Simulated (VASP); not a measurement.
Given:

```
CELL_PARAMETERS angstrom
      0.00000     2.83309     2.83309
      2.83309     0.00000     2.83309
      2.83309     2.83309     0.00000
ATOMIC_POSITIONS crystal
  Ca 0.00000 0.00000 0.00000
  S  0.50000 0.50000 0.50000
```

The numbers are results of optB86b-vdW, VASP's PBE PAW potentials (set 64) (plane waves; VASP), not measurements. Run with 520 eV cut-off, Gaussian smearing of 0.050 eV, potentials Ca_sv S.

Problem. Give the energies of bands 6 to 11 at the high-symmetry points, in eV from the valence-band maximum.

Solution. 
| band | Γ | X | U | L | W |
|---|---|---|---|---|---|
| 6 | 0.00 | -2.31 | -2.07 | -3.15 | -1.81 |
| 7 | 0.00 | -0.82 | -1.90 | -1.19 | -1.81 |
| 8 | 0.00 | -0.82 | -1.04 | -1.19 | -1.58 |
| 9 | 4.12 | 2.30 | 3.65 | 5.25 | 4.82 |
| 10 | 4.12 | 5.60 | 6.32 | 6.08 | 4.82 |
| 11 | 4.12 | 6.11 | 6.43 | 6.20 | 6.03 |

The gap is indirect, 2.30 eV, from the valence maximum at Γ to the conduction minimum at X.

Measured: gap 4.43 eV (computed value off by -2.13 eV), as given by David Waroquiers et al., Physical Review B (2013), arXiv:1302.6756.

The compound is CaS in the rock salt structure. It was relaxed first.
